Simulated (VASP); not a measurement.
The input files of a VASP run:

### INCAR
```
SYSTEM=CuZn
PREC=Accurate; ENCUT=500; LREAL=.FALSE.
LASPH=.TRUE.
EDIFF=1E-6; NELM=100; ALGO=Normal
LMAXMIX=4
ISMEAR=1; SIGMA=0.1
GGA=PS
IBRION=2; NSW=40; ISIF=3
EDIFFG=-0.02; PSTRESS=450
LWAVE=.FALSE.; LCHARG=.FALSE.
```

### POSCAR
```
CuZn
1.0
  2.7691192926   0.0000000000   0.0000000000
  0.0000000000   2.7691192926   0.0000000000
  0.0000000000   0.0000000000   2.7691192926
Zn Cu
1 1
Cart
  1.3845596463   1.3845596463   1.3845596463
  0.0000000000   0.0000000000   0.0000000000
```

### KPOINTS
```
Automatic mesh
0
Gamma
13 13 13
0 0 0
```

POTCAR, in this order: Zn Cu (PBE.64 set). Program: vasp_std.

Task: Translate this PBEsol calculation to Quantum ESPRESSO's pw.x.

Result: One equivalent input (not run):
```
&CONTROL
  calculation = 'vc-relax'
  pseudo_dir = './pseudo'
  outdir = './out'
  tprnfor = .true.
  tstress = .true.
  nstep = 40
  forc_conv_thr = 0.00078
/
&SYSTEM
  ibrav = 0
  nat = 2
  ntyp = 2
  ecutwfc = 92
  occupations = 'smearing'
  smearing = 'methfessel-paxton'
  degauss = 0.00735
  input_dft = 'pbesol'
/
&ELECTRONS
  conv_thr = 7.3e-08
  electron_maxstep = 100
/
&IONS
/
&CELL
  press = 450
/
ATOMIC_SPECIES
  Zn 65.380 Zn.upf
  Cu 63.546 Cu.upf
CELL_PARAMETERS angstrom
     2.7691193    0.0000000    0.0000000
     0.0000000    2.7691193    0.0000000
    -0.0000000   -0.0000000    2.7691193
ATOMIC_POSITIONS crystal
  Zn   0.5000000  0.5000000  0.5000000
  Cu   0.0000000  0.0000000  0.0000000
K_POINTS automatic
  13 13 13 0 0 0
```
The two are equivalent in intent, not identical: the potentials are each code's own (VASP's PAW set, PseudoDojo norm-conserving files in pw.x), so ENCUT and ecutwfc are chosen apart and not converted; conv_thr bounds pw.x's estimated SCF error, while EDIFF bounds the energy change between steps; forc_conv_thr acts on force components and is met together with etot_conv_thr.

The compound is CuZn in the CsCl type structure. This run relaxes it under an external pressure of 45 GPa. Symmetry was kept, so distortions that lower it aren't found.
